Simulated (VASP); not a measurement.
A convergence study with VASP on NiSi2 (fluorite): one setting is varied, all else stays as given below, so the limit is that of these other settings.

```
CELL_PARAMETERS angstrom
      0.00000     2.70500     2.70500
      2.70500     0.00000     2.70500
      2.70500     2.70500     0.00000
ATOMIC_POSITIONS crystal
  Si 0.25000 0.25000 0.25000
  Si 0.75000 0.75000 0.75000
  Ni 0.00000 0.00000 0.00000
```

All values below come from PBE GGA, VASP's PBE PAW potentials (set 64) (plane waves; VASP). The tightest run used: 550 eV cut-off, 15×15×15 Monkhorst-Pack mesh, first-order Methfessel-Paxton smearing of 0.10 eV, potentials Si Ni.

```csv
setting,E (eV/atom),pressure (GPa),irreducible k-points
1×1×1 mesh,2.3259,135.97,1
2×2×2 mesh,-5.6918,-0.95,2
3×3×3 mesh,-5.6806,-0.04,4
4×4×4 mesh,-5.7756,2.61,10
5×5×5 mesh,-5.7727,3.38,10
6×6×6 mesh,-5.7867,2.26,28
7×7×7 mesh,-5.7918,2.58,20
```

### Question
These are the cheaper rows. Estimate the results at 15×15×15 mesh, and how far the last row shown lies from them.

### Answer

| quantity | tightest run | last row shown is off by |
|---|---|---|
| E (eV/atom) | -5.7879 | -0.0039 |
| pressure (GPa) | 2.79 | -0.21 |

VASP warned of too few bands at 1×1×1 mesh.

Left out are rungs that failed or repeat a setting and relaxations that didn't move; long series are thinned to 24 rows.

The compound is NiSi2 in the fluorite structure. The cell was not relaxed at this level. The run is not spin-polarised, so no magnetic state was tried. VASP warned that the highest band is occupied, so more bands are needed.
